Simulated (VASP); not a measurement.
Output of a VASP run:

### OUTCAR
```
 ion  position               nearest neighbor table
   1  0.000  0.000  0.000-   2 1.54   2 1.54   2 1.54   2 1.54
   2  0.250  0.250  0.250-   1 1.54   1 1.54   1 1.54   1 1.54
  LATTYP: Found a face centered cubic cell.
 ALAT       =     3.5670000000
 Subroutine PRICEL returns:
 Original cell was already a primitive cell.
 Subroutine GETGRP returns: Found 48 space group operations
The static configuration has the point symmetry T_d .
 The point group associated with its full space group is O_h .
The dynamic configuration has the point symmetry T_d .
 Subroutine INISYM returns: Found 48 space group operations
 Subroutine IBZKPT returns following result:
 Found     56 irreducible k-points:

 Following reciprocal coordinates:
            Coordinates               Weight
  0.000000  0.000000  0.000000      1.000000
  0.090909  0.000000  0.000000      8.000000
  0.181818  0.000000  0.000000      8.000000
  0.272727  0.000000  0.000000      8.000000
  0.363636  0.000000  0.000000      8.000000
  0.454545  0.000000  0.000000      8.000000
  0.090909  0.090909  0.000000      6.000000
  0.181818  0.090909  0.000000     24.000000
  0.272727  0.090909  0.000000     24.000000
  0.363636  0.090909  0.000000     24.000000
  0.454545  0.090909  0.000000     24.000000
 -0.454545  0.090909  0.000000     24.000000
 -0.363636  0.090909  0.000000     24.000000
 -0.272727  0.090909  0.000000     24.000000
 -0.181818  0.090909  0.000000     24.000000
 -0.090909  0.090909  0.000000     12.000000
  0.181818  0.181818  0.000000      6.000000
  0.272727  0.181818  0.000000     24.000000
  0.363636  0.181818  0.000000     24.000000
  0.454545  0.181818  0.000000     24.000000
 -0.454545  0.181818  0.000000     24.000000
 -0.363636  0.181818  0.000000     24.000000
 -0.272727  0.181818  0.000000     24.000000
 -0.181818  0.181818  0.000000     12.000000
  0.272727  0.272727  0.000000      6.000000
  0.363636  0.272727  0.000000     24.000000
  0.454545  0.272727  0.000000     24.000000
 -0.454545  0.272727  0.000000     24.000000
 -0.363636  0.272727  0.000000     24.000000
 -0.272727  0.272727  0.000000     12.000000
  0.363636  0.363636  0.000000      6.000000
  0.454545  0.363636  0.000000     24.000000
 -0.454545  0.363636  0.000000     24.000000
 -0.363636  0.363636  0.000000     12.000000
  0.454545  0.454545  0.000000      6.000000
 -0.454545  0.454545  0.000000     12.000000
  0.272727  0.181818  0.090909     24.000000
  0.363636  0.181818  0.090909     48.000000
  0.454545  0.181818  0.090909     48.000000
 -0.454545  0.181818  0.090909     48.000000
   k-points           NKPTS =     56   k-points in BZ     NKDIM =     56   number of bands    NBANDS=      8
   number of dos      NEDOS =    301   number of ions     NIONS =      2
   total plane-waves  NPLWV =   8000
   dimension x,y,z NGX =    20 NGY =   20 NGZ =   20
   dimension x,y,z NGXF=    40 NGYF=   40 NGZF=   40
   ions per type =               2
   PREC   = accura    normal or accurate (medium, high low for compatibility)
   ISTART =      0    job   : 0-new  1-cont  2-samecut
   ICHARG =      2    charge: 1-file 2-atom 10-const
   ISPIN  =      1    spin polarized calculation?
   LNONCOLLINEAR =      F non collinear calculations
   LSORBIT =      F    spin-orbit coupling
   INIWAV =      1    electr: 0-lowe 1-rand  2-diag
   ENCUT  =  520.0 eV  38.22 Ry    6.18 a.u.   4.69  4.69  4.69*2*pi/ulx,y,z
   NELM   =    100;   NELMIN=  2; NELMDL= -5     # of ELM steps
   EDIFF  = 0.1E-05   stopping-criterion for ELM
   LREAL  =      F    real-space projection
   NLSPLINE    = F    spline interpolate recip. space projectors
   LMAXMIX     =    2 max onsite mixed and CHGCAR
   VOSKOWN=      0    Vosko Wilk Nusair interpolation
   EDIFFG = -.1E-01   stopping-criterion for IOM
   NSW    =     60    number of steps for IOM
   NBLOCK =      1;   KBLOCK =     60    inner block; outer block
...
```

File OSZICAR:
```
...
DAV:   2    -0.328508116434E+02   -0.14457E+02   -0.14161E+02  1384   0.975E+01
DAV:   3    -0.329110883035E+02   -0.60277E-01   -0.60277E-01   952   0.837E+00
DAV:   4    -0.329111323379E+02   -0.44034E-04   -0.44034E-04  1296   0.221E-01
DAV:   5    -0.329111323433E+02   -0.54542E-08   -0.54542E-08   944   0.182E-03    0.541E+00
DAV:   6    -0.214998599773E+02    0.11411E+02   -0.10752E+00   936   0.118E+01    0.346E+00
DAV:   7    -0.351592851191E+02   -0.13659E+02   -0.28475E+00   936   0.194E+01    0.168E+00
DAV:   8    -0.219472915668E+02    0.13212E+02   -0.22222E+00   896   0.201E+01    0.103E+00
DAV:   9    -0.219033924754E+02    0.43899E-01   -0.22407E-02  1064   0.219E+00    0.977E-01
DAV:  10    -0.218945735222E+02    0.88190E-02   -0.21385E-04  1104   0.225E-01    0.101E+00
DAV:  11    -0.219660251751E+02   -0.71452E-01   -0.49874E-02   944   0.334E+00    0.193E-01
DAV:  12    -0.219637632079E+02    0.22620E-02   -0.14218E-03   896   0.570E-01    0.151E-01
DAV:  13    -0.219665203470E+02   -0.27571E-02   -0.25943E-03   912   0.758E-01    0.297E-01
DAV:  14    -0.219663977284E+02    0.12262E-03   -0.78977E-05   912   0.115E-01    0.202E-01
DAV:  15    -0.219664189819E+02   -0.21253E-04   -0.12182E-04  1024   0.137E-01    0.694E-02
DAV:  16    -0.219664500173E+02   -0.31035E-04   -0.25394E-05   920   0.769E-02    0.274E-02
DAV:  17    -0.219664407723E+02    0.92451E-05   -0.40975E-06   896   0.328E-02    0.836E-03
DAV:  18    -0.219664488668E+02   -0.80945E-05   -0.26061E-06   912   0.260E-02    0.305E-03
DAV:  19    -0.219664462546E+02    0.26121E-05   -0.16809E-07   448   0.664E-03    0.242E-03
DAV:  20    -0.219664463958E+02   -0.14116E-06   -0.10991E-07   448   0.574E-03
   1 F= -.21966446E+02 E0= -.21966446E+02  d E =-.219664E+02
       N       E                     dE             d eps       ncg     rms          rms(c)
DAV:   1    -0.219566188235E+02    0.98274E-02   -0.20148E-01  1120   0.488E+00    0.464E-01
DAV:   2    -0.219651331847E+02   -0.85144E-02   -0.99528E-03   912   0.160E+00    0.197E-01
DAV:   3    -0.219620560183E+02    0.30772E-02   -0.48076E-03   968   0.108E+00    0.222E-02
DAV:   4    -0.219646084395E+02   -0.25524E-02   -0.39066E-03   896   0.105E+00    0.593E-02
DAV:   5    -0.219646476603E+02   -0.39221E-04   -0.17096E-04   896   0.226E-01    0.171E-02
DAV:   6    -0.219647886165E+02   -0.14096E-03   -0.43363E-05   944   0.104E-01    0.207E-03
DAV:   7    -0.219647985543E+02   -0.99377E-05   -0.32768E-06   960   0.298E-02    0.369E-04
DAV:   8    -0.219647989364E+02   -0.38213E-06   -0.14377E-07   456   0.680E-03
   2 F= -.21964799E+02 E0= -.21964799E+02  d E =0.164746E-02
       N       E                     dE             d eps       ncg     rms          rms(c)
DAV:   1    -0.219662633762E+02   -0.14648E-02   -0.65511E-02  1136   0.276E+00    0.261E-01
DAV:   2    -0.219685525098E+02   -0.22891E-02   -0.31422E-03   896   0.915E-01    0.112E-01
DAV:   3    -0.219676424119E+02    0.91010E-03   -0.16304E-03   992   0.621E-01    0.118E-02
DAV:   4    -0.219683702006E+02   -0.72779E-03   -0.12471E-03   896   0.592E-01    0.334E-02
DAV:   5    -0.219684294461E+02   -0.59246E-04   -0.47255E-05   896   0.113E-01    0.794E-03
DAV:   6    -0.219684707194E+02   -0.41273E-04   -0.27744E-05   928   0.853E-02    0.282E-03
DAV:   7    -0.219684717686E+02   -0.10492E-05   -0.17208E-07   496   0.576E-03    0.338E-04
DAV:   8    -0.219684715722E+02    0.19637E-06   -0.40971E-08   448   0.370E-03
   3 F= -.21968472E+02 E0= -.21968472E+02  d E =-.202518E-02
```

OUTCAR:
```
------------------------ aborting loop because EDIFF is reached ----------------------------------------
  FORCE on cell =-STRESS in cart. coord.  units (eV):
  Direction    XX          YY          ZZ          XY          YZ          ZX
  --------------------------------------------------------------------------------------
  Total       -0.0006233     -0.0006233     -0.0006233      0.0000000     -0.0000000     -0.0000000
  in kB       -0.0890101     -0.0890101     -0.0890101      0.0000000     -0.0000000     -0.0000000
  external PRESSURE =      -0.0890101 kB  Pullay stress =       0.0000000 kB
  volume of cell :       11.22
      direct lattice vectors                 reciprocal lattice vectors
     0.000000000  1.776870332  1.776870332    -0.281393634  0.281393634  0.281393634
     1.776870332  0.000000000  1.776870332     0.281393634 -0.281393634  0.281393634
     1.776870332  1.776870332 -0.000000000     0.281393634  0.281393634 -0.281393634
 POSITION                                       TOTAL-FORCE (eV/Angst)
 -----------------------------------------------------------------------------------
      0.00000      0.00000      0.00000         0.000000      0.000000      0.000000
      0.88844      0.88844      0.88844        -0.000000     -0.000000     -0.000000
 -----------------------------------------------------------------------------------
    total drift:                                0.000000      0.000000      0.000000
  FREE ENERGIE OF THE ION-ELECTRON SYSTEM (eV)
  ---------------------------------------------------
  free  energy   TOTEN  =       -21.9684715722 eV

  energy  without entropy=      -21.9684715722  energy(sigma->0) =      -21.96847157

 reached required accuracy - stopping structural energy minimisation
```
(Selected blocks of OUTCAR.)

File POSCAR:
```
C
1
    0.0000000000     1.7835000000     1.7835000000
    1.7835000000     0.0000000000     1.7835000000
    1.7835000000     1.7835000000     0.0000000000
C
2
Direct
  0.0000000000   0.0000000000   0.0000000000
  0.2500000000   0.2500000000   0.2500000000
```

### Question
Reconstruct the remaining input files.

### Answer
This is not unique; one that fits is the input of the run itself, MS2 meta-GGA, plane waves, VASP's PBE PAW potentials (set 64).

### KPOINTS
```
kpoints
0
gamma
  11 11 11
```

**INCAR**
```
! general
SYSTEM   =  C
PREC     =  Accurate
ENCUT    =  520
LREAL    =  .FALSE.   ! projection in real space or not
LASPH    =  .TRUE.

! electronic loop
EDIFF    =  1E-6   ! SCF stop (eV)
NELM     =  100   ! most electronic steps
ALGO     =  Normal
LMIXTAU  =  .TRUE.

! smearing
ISMEAR   =  0
SIGMA    =  0.05

! functional
METAGGA  =  MS2

! ions
IBRION   =  2
NSW      =  60
ISIF     =  3
EDIFFG   =  -0.01

! output
LWAVE    =  .FALSE.
LCHARG   =  .FALSE.
```

POTCAR, in this order: C (PBE.64 set). Program: vasp_std.

The compound is C in the diamond structure. This run relaxes it. Symmetry was kept, so distortions that lower it aren't found.
